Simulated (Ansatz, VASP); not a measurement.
**H19C13O12 (amorphous polycarbonate of ethylene at 300 K) in two plane-wave programs**

Wanted: the spread between two codes on one cell, functional and k mesh. The cell is taken from a series of runs on this material, whose earlier steps may have relaxed, scaled, displaced or heated it; both programs get it as it stands.

Calculated with Ansatz 0.2.0; plane waves, with VASP 6.6.1 beside it; single point at PBE with D3(BJ).

**1. The structure**

The cell holds 176 atoms: 52 C, 48 O and 76 H. Cell: a = 11.729 Å, b = 11.729 Å, c = 11.729 Å, α = 90.0°, β = 90.0°, γ = 90.0°. As first built, before any earlier steps moved the atoms (in the runner's words): 2 polycarbonate of ethylene chains of 8 units placed at random, at 1.51 g/cm^3; overlaps pushed apart, then 20 ps at 800 K with MMFF94 bonds, angles, torsions, charges and radii (Halgren, J. Comput. Chem. 17, 490 (1996)) in harmonic and 12-6 forms; charges of ions scaled by 0.8. Snapshot after 30 ps at 300 K and fixed volume.

**2. Ansatz: single point, PBE with D3(BJ)**

Ansatz runs on its default PAW (the set named soft_2) files.

A single point gives forces, pressure and levels at one fixed geometry, so differences don't come from the geometry; what else differs is listed under the comparison.

The input, input.yaml:

```yaml
crystal:
  lattice:
    - [11.72878, 0.0, 0.0]
    - [0.0, 11.72878, 0.0]
    - [0.0, 0.0, 11.72878]
  atoms:
    - { symbol: C, position: [0.18733, 0.62115, 0.27566] }
    - { symbol: O, position: [0.10474, 0.64165, 0.35425] }
    - { symbol: C, position: [0.03238, 0.55765, 0.36897] }
    - { symbol: O, position: [0.02097, 0.47752, 0.3037] }
    - { symbol: O, position: [0.98273, 0.5682, 0.47061] }
    - { symbol: C, position: [0.91851, 0.47205, 0.50545] }
    - { symbol: C, position: [0.8819, 0.47917, 0.62759] }
    - { symbol: O, position: [0.85222, 0.36822, 0.66778] }
    - { symbol: C, position: [0.76575, 0.36727, 0.74571] }
    - { symbol: O, position: [0.69537, 0.44173, 0.75906] }
    - { symbol: O, position: [0.77418, 0.26664, 0.80082] }
    - { symbol: C, position: [0.69703, 0.26774, 0.89467] }
    - { symbol: C, position: [0.70389, 0.14843, 0.94547] }
    - { symbol: O, position: [0.68475, 0.06331, 0.8653] }
    - { symbol: C, position: [0.72828, 0.96233, 0.89676] }
    - { symbol: O, position: [0.78035, 0.94653, 0.98581] }
    - { symbol: O, position: [0.6843, 0.88346, 0.82515] }
    - { symbol: C, position: [0.72911, 0.77201, 0.84732] }
    - { symbol: C, position: [0.8398, 0.74465, 0.78746] }
    - { symbol: O, position: [0.9187, 0.8336, 0.8108] }
    - { symbol: C, position: [0.92225, 0.91004, 0.72207] }
    - { symbol: O, position: [0.88779, 0.89893, 0.62792] }
    - { symbol: O, position: [0.96481, 0.00661, 0.76883] }
    - { symbol: C, position: [0.96753, 0.09369, 0.6862] }
    - { symbol: C, position: [0.03, 0.19964, 0.72419] }
    - { symbol: O, position: [0.13944, 0.17593, 0.76418] }
    - { symbol: C, position: [0.19213, 0.2647, 0.81503] }
    - { symbol: O, position: [0.16011, 0.3622, 0.8176] }
    - { symbol: O, position: [0.28611, 0.22003, 0.86642] }
    - { symbol: C, position: [0.35313, 0.30548, 0.90874] }
[... 140 atom lines left out ...]
    - { symbol: H, position: [0.43412, 0.6488, 0.12737] }
    - { symbol: H, position: [0.54959, 0.74347, 0.98921] }
    - { symbol: H, position: [0.46206, 0.70626, 0.87948] }
    - { symbol: H, position: [0.48463, 0.49522, 0.94545] }
    - { symbol: H, position: [0.60704, 0.56976, 0.8979] }
    - { symbol: H, position: [0.58133, 0.55552, 0.04398] }
kpoints:
  mp_grid: { grid: [1, 1, 1] }
hamiltonian:
  xc: pbe
  dispersion: d3bj
scf:
  occupations: { method: fixed }
output:
  forces: true
  stress: true
  populations: true
  dos:
    method: { smearing: { sigma: 0.08 } }
    de: 0.1
    projected: { site_lists: { C: [C], H: [H], O: [O] } }
  eigenvalues: true
  write_density: true
  write_potential: true
  volumetric_format: npy
```

Launch:

```sh
$ ansatz run input.yaml --threads 8 --pin off --max-ram 15872MiB --backend cpu --events-out ev --progress --plain --runs-dir out
```

Numbers of over 12 decimals in the logs are rounded to 6 here.

Output:

```text
Engine: ansatz 0.2.0, aarch64-unknown-linux-gnu
Pseudopotentials: kind: paw
Pseudopotential: C, paw, valence charge 4, recommended cutoff 420 eV (normal), C.paw.azcp
Pseudopotential: O, paw, valence charge 6, recommended cutoff 420 eV (normal), O.paw.azcp
Pseudopotential: H, paw, valence charge 1, recommended cutoff 420 eV (normal), H.paw.azcp
Functional definition: PBE
  parameter kappa = 0.804
  parameter beta = 0.066725
  exchange = pbe_x(kappa = kappa, mu = beta*pi^2/3)
  correlation = pbe_c(beta = beta)
Crystal: 176 atoms, lattice volume = 1613.461 Å³
Basis set: ecut = 420 eV, 31463 PW (Γ), exchange–correlation on 160×160×160 points (8 copies of the dense FFT grid, shifted against one another)
Bands: 462, of which v1, the nominal top of the filled ones, is band 286 counted from 1 (285 counted from 0)
Symmetry: 1 space group operations
Space group: P1 (ITA 1), of the structure as read, at distance tolerance 1.2e-4 Å
k-points: 1
Non-local potential: C, projectors of the file, l = 0: 2, l = 1: 2, l = 2: 1
Non-local potential: O, projectors of the file, l = 0: 2, l = 1: 2, l = 2: 1
Non-local potential: H, projectors of the file, l = 0: 2, l = 1: 1
PAW form: soft (Blöchl's): semilocal exchange-correlation on the pseudo side does not see the compensation charge
PAW one-centre angular grid: C, 110 points (default); XC on 64 Gauss nodes
PAW one-centre angular grid: O, 110 points (default); XC on 64 Gauss nodes
PAW one-centre angular grid: H, 110 points (default); XC on 64 Gauss nodes
Initial density: superposition of atomic densities (neutral atoms: chi_scale 0, normalization atom), corrected by the library's trained network
Initial wavefunctions: pseudopotential atomic-orbital guess
Functional: x = pbe(κ = 0.804, μ = 0.219515), c = pbe(β = 0.066725)
SCF iter   1: F=—  HF=-41473.661533 eV  |F-HF|=—  |Δ(HF+E_count)|=         —  Δρ=5.63e-3  dr2=6.41e-1  ethr=1.77e-3  ⟨swp⟩=5.0  Hψ=1588  notcnv=0  defer=173
preconditioner: auto → Resta (q_TF=auto, 2.295 Å⁻¹)  ε∞=2.6  [insulator: Δε(μ)=5.370 eV  Ē_g=17.532 eV  n_scr=340 (ndim 8)  ℏωp=22.1 eV  f_vac=0.187  ε∞_Penn≈2.6]
SCF iter   2: F=—  HF=-41473.534219 eV  |F-HF|=—  |Δ(HF+E_count)|=   1.27e-1  Δρ=2.88e-3  dr2=1.36e-1  ethr=1.12e-4  ⟨swp⟩=2.0  Hψ=626  notcnv=0  defer=171
SCF iter   3: F=—  HF=-41473.523171 eV  |F-HF|=—  |Δ(HF+E_count)|=   1.10e-2  Δρ=1.66e-3  dr2=4.95e-2  ethr=2.39e-5  ⟨swp⟩=3.0  Hψ=574  notcnv=0  defer=174
SCF iter   4: F=—  HF=-41473.514916 eV  |F-HF|=—  |Δ(HF+E_count)|=   8.25e-3  Δρ=5.45e-4  dr2=6.09e-3  ethr=8.65e-6  ⟨swp⟩=2.0  Hψ=554  notcnv=0  defer=174
SCF iter   5: F=—  HF=-41473.514269 eV  |F-HF|=—  |Δ(HF+E_count)|=   6.47e-4  Δρ=2.16e-4  dr2=9.02e-4  ethr=1.06e-6  ⟨swp⟩=2.0  Hψ=546  notcnv=0  defer=174
SCF iter   6: F=—  HF=-41473.514251 eV  |F-HF|=—  |Δ(HF+E_count)|=   1.80e-5  Δρ=1.19e-4  dr2=2.01e-4  ethr=1.58e-7  ⟨swp⟩=2.0  Hψ=578  notcnv=0  defer=174
SCF iter   7: F=—  HF=-41473.514236 eV  |F-HF|=—  |Δ(HF+E_count)|=   1.50e-5  Δρ=3.29e-5  dr2=1.44e-5  ethr=3.51e-8  ⟨swp⟩=2.0  Hψ=578  notcnv=0  defer=172
SCF iter   8: F=—  HF=-41473.514320 eV  |F-HF|=—  |Δ(HF+E_count)|=   8.42e-5  Δρ=1.99e-5  dr2=5.40e-6  ethr=2.52e-9  ⟨swp⟩=2.0  Hψ=746  notcnv=0  defer=172
SCF iter   9: F=—  HF=-41473.514320 eV  |F-HF|=—  |Δ(HF+E_count)|=   4.67e-7  Δρ=5.23e-6  dr2=3.60e-7  ethr=9.45e-10  ⟨swp⟩=2.0  Hψ=578  notcnv=0  defer=172
SCF iter  10: F=-41473.514320 eV  HF=-41473.514320 eV  |F-HF|=1.34e-8  |Δ(HF+E_count)|=   2.05e-7  Δρ=2.07e-6  dr2=5.88e-8  ethr=1.75e-11  ⟨swp⟩=21.0  Hψ=4241  notcnv=0
SCF 1 converged in 10 iterations: F = -41473.514320 eV  dr2 = 5.88e-8
  greatest PAW one-centre occupation: 0.882 electrons in one spin orbital (limit 2), on the O atom at site 39 (counted from 0), in its partial waves of l = 0
SCF converged after 10 iterations
Free energy (F): -41473.514320 eV
Harris-Foulkes:  -41473.514320 eV  (|F-HF|=1.34e-8)
Internal energy: -41473.514320 eV  (E = F + TS)
E sigma→0 (E₀):  -41473.514320 eV
Fermi energy:    0.108321 eV
--- Per-component energies (eV) ---
  E_band       = -4304.636406
  E_kinetic    = 14249.117082
  E_local      = -44166.749405  (includes V_loc(G=0)·N_el)
  E_nonlocal   = 3858.395452
  E_hartree    = 16176.589788
  E_xc         = -6697.104860
  E_vxc        = -8457.906620  (∫ρ·V_xc dr)
  E_paw        = -12811.835808  (= ΣΔE_a)
  E_vpaw       = -2140.685046  (= ΣTr[D̂ρ^β])
  E_aug_tail   = 0.012546  (compensation charges beyond the density's cutoff)
  E_ewald      = -12071.217013
  E_disp       = -10.722101  (pairwise vdW)
  E_smearing   = -0.000000  (= −TS)
  E_closure    = -0.000000  (closes the sum)
  Σ components = -41473.514320   (vs F -41473.514320, Δ=0.00e0)
--- Forces (eV/Å), atoms counted from 1 ---
  atom   1  C      2.01286533     1.39942183    -3.35869907
  atom   2  O     -1.42281298     0.61776464     1.80865852
  atom   3  C     -0.03524868    -1.53101340    -0.17895028
[...]
3.825390       0.093940      -1.166419
        0.093940       3.861854       0.278573
       -1.166420       0.278574       3.094168
  P = ⅓ Tr σ = 3.5938 GPa (35.938 kbar)
--- Band table (eV) ---
  k-point 0: bands = [... 282 lower, -0.0065, 0.0169, 0.0756, 0.1083, 5.5098, 5.6057, 5.6335, 5.6602, ... 172 higher]
--- Löwdin populations: 176 sites ---
  site symbol       q [e]
     0      C      4.2206
     1      O      6.2361
     2      C      3.2917
     3      O      6.4528
     4      O      6.2700
     5      C      4.0372
     6      C      4.0533
     7      O      6.2740
     8      C      3.2988
     9      O      6.4114
    10      O      6.2638
    11      C      4.0436
    12      C      4.0616
    13      O      6.2602
    14      C      3.3086
    15      O      6.4158
    16      O      6.2653
    17      C      4.0792
    18      C      4.0816
    19      O      6.2736
    20      C      3.3024
    21      O      6.4001
    22      O      6.2571
    23      C      4.0606
[...]
168      H      0.8142
   169      H      0.8085
   170      H      0.8081
   171      H      0.8182
   172      H      0.8310
   173      H      0.8172
   174      H      0.8060
   175      H      0.8121
  spilling = 0.012366 (of n_electrons = 572.000000)
```

**3. VASP: single point, PBE with D3(BJ)**

The same cell, functional and mesh now go to VASP, with its own data sets.

Lines of VASP's logs that name or quote its potential files are left out, and so is its time.

The input, INCAR:

```
SYSTEM = H19C13O12
PREC = Accurate
ENCUT = 600
EDIFF = 1E-06
NELM = 120
ISMEAR = 0
SIGMA = 0.01
LREAL = Auto
ALGO = Normal
GGA = PE
IVDW = 12
NBANDS = 409
LORBIT = 11
LWAVE = .FALSE.
LCHARG = .FALSE.
ISIF = 2
LASPH = .TRUE.
GGA_COMPAT = .FALSE.
EFERMI = MIDGAP
```

The input, POSCAR:

```
H19C13O12
1.0
   11.7287800000      0.0000000000      0.0000000000
    0.0000000000     11.7287800000      0.0000000000
    0.0000000000      0.0000000000     11.7287800000
C O H
52 48 76
Direct
    0.1873300000      0.6211500000      0.2756600000
    0.0323800000      0.5576500000      0.3689700000
    0.9185100000      0.4720500000      0.5054500000
    0.8819000000      0.4791700000      0.6275900000
    0.7657500000      0.3672700000      0.7457100000
    0.6970300000      0.2677400000      0.8946700000
    0.7038900000      0.1484300000      0.9454700000
    0.7282800000      0.9623300000      0.8967600000
    0.7291100000      0.7720100000      0.8473200000
    0.8398000000      0.7446500000      0.7874600000
    0.9222500000      0.9100400000      0.7220700000
    0.9675300000      0.0936900000      0.6862000000
    0.0300000000      0.1996400000      0.7241900000
    0.1921300000      0.2647000000      0.8150300000
    0.3531300000      0.3054800000      0.9087400000
    0.4379400000      0.2550300000      0.9916600000
    0.3363700000      0.2974900000      0.1532700000
    0.2650300000      0.3350300000      0.3350900000
    0.2647500000      0.2899600000      0.4557400000
    0.2472000000      0.4262300000      0.6015000000
    0.2055200000      0.5959200000      0.7015200000
    0.1746700000      0.6992300000      0.6340800000
    0.2957700000      0.8249400000      0.7213500000
    0.4194800000      0.9541500000      0.8012800000
    0.4730800000      0.0037400000      0.6942000000
    0.4072500000      0.1043000000      0.6463100000
    0.6806400000      0.0675200000      0.4691500000
    0.5765100000      0.0272200000      0.2944700000
    0.3802200000      0.0002400000      0.3146300000
    0.3447400000      0.8825200000      0.3415200000
[... 140 atom lines left out ...]
    0.4341200000      0.6488000000      0.1273700000
    0.5495900000      0.7434700000      0.9892100000
    0.4620600000      0.7062600000      0.8794800000
    0.4846300000      0.4952200000      0.9454500000
    0.6070400000      0.5697600000      0.8979000000
    0.5813300000      0.5555200000      0.0439800000
```

The input, KPOINTS:

```
Automatic mesh
0
Gamma
1 1 1
0 0 0
```

The projector-augmented-wave data sets are C, O and H (PBE family, release 64).

Launch:

```sh
$ export OMP_NUM_THREADS=3
$ mpirun -np 1 vasp_gam
```

Output:

```text
[banner, memory and clock lines left out]
running    1 mpi-ranks, on    1 nodes
[...]
Offloading initialized ...    1 GPUs detected
[...]
LDA part: xc-table for (Slater+PW92), standard interpolation
 POSCAR, INCAR and KPOINTS ok, starting setup
[...]
entering main loop
       N       E                     dE             d eps       ncg     rms          rms(c)
DAV:   1     0.502817319699E+04    0.50282E+04   -0.35260E+05   826   0.152E+03
DAV:   2    -0.639278029182E+03   -0.56675E+04   -0.53918E+04  1011   0.350E+02
DAV:   3    -0.113338177396E+04   -0.49410E+03   -0.48923E+03  1012   0.106E+02
DAV:   4    -0.114416371055E+04   -0.10782E+02   -0.10736E+02  1020   0.168E+01
[...]
DAV:  17    -0.106353823059E+04    0.18288E-05   -0.74148E-05  1020   0.228E-02    0.914E-03
DAV:  18    -0.106353823035E+04    0.24450E-06   -0.15651E-05   996   0.852E-03    0.563E-03
DAV:  19    -0.106353822984E+04    0.50598E-06   -0.16077E-06   676   0.366E-03
   1 F= -.10742588E+04 E0= -.10742588E+04  d E =0.000000E+00
```

OUTCAR, selected parts (step 3):

```text
  FREE ENERGIE OF THE ION-ELECTRON SYSTEM (eV)
  ---------------------------------------------------
  free  energy   TOTEN  =     -1074.2587511585 eV

  energy  without entropy=    -1074.2587511585  energy(sigma->0) =    -1074.25875116
```

The run ends at a pressure of 4.02 GPa, with forces up to 4.3 eV/Å.

**4. Side by side**

Known differences besides the potentials themselves: fixed occupations in Ansatz, narrow Gaussian smearing in VASP; the cutoff is 420 eV in Ansatz and 600 eV in VASP (PREC = Accurate, projectors in real space). Total energies have different zeros and are not compared.

The two programs side by side:

| quantity | Ansatz | VASP | difference |
| --- | --- | --- | --- |
| pressure (GPa) | 3.59 | 4.02 | -0.42 |
| gap on the k mesh (eV) | 5.401 | 5.392 | +0.009 |

Forces on 10 of the 176 atoms, those with the largest forces and the largest differences (eV/Å; atoms numbered as in POSCAR):

| atom | Ansatz x, y, z | VASP x, y, z |
| --- | --- | --- |
| C1 | 2.013, 1.399, -3.359 | 2.145, 1.409, -3.463 |
| C11 | 0.652, 0.607, 3.399 | 0.823, 0.638, 3.808 |
| C20 | -3.529, 0.819, -0.171 | -4.000, 0.921, -0.375 |
| C32 | 2.160, 1.750, 2.359 | 2.020, 1.824, 2.387 |
| C48 | -1.721, -3.486, -0.475 | -1.779, -3.402, -0.528 |
| O63 | -0.607, -0.581, -2.085 | -0.809, -0.649, -2.645 |
| O72 | 2.747, -0.137, 0.836 | 3.326, -0.236, 1.113 |
| O81 | 0.691, 0.757, 1.994 | 0.779, 1.111, 2.454 |
| O82 | 2.385, -2.406, -0.966 | 2.396, -2.471, -1.053 |
| H127 | 3.476, -0.084, 1.555 | 3.474, -0.086, 1.555 |

The forces differ by 112 meV/Å r.m.s., which is 11.0 % of the r.m.s. force of 1.022 eV/Å (both taken over all components). A gap on the mesh is an upper bound, since the band edges may lie between its points.

**5. What came out**

```json
{"r.m.s. force difference (single point, PBE with D3(BJ))": "11 % of the r.m.s. force"}
```

The r.m.s. force difference is 11 % of the r.m.s. force (single point, PBE with D3(BJ)), beyond the 3 % picked in this series as the mark of a large difference. What causes the difference of the single point, PBE with D3(BJ) pair stays open here. How closely two codes agree says nothing of how well the functional describes the real material.

[Lines on the potential files, build, host, timing and source positions are cut from VASP's logs without a mark.]

[Logs are printed without paths, hosts, clocks, repeated set-up lines and the standing remarks that a program may print on its own settings, such as how far it seeks lower states.]

[Hosts, paths, dates, database ids (printed as entryN), source tags and the programs' standing remarks are cut or masked in the printed files.]

[The MMFF94 radii named for the starting cell were scaled by 0.96; in molecules described by MMFF94, hydrogen bound to N, O or S took a small fixed 12-6 site in their place.]
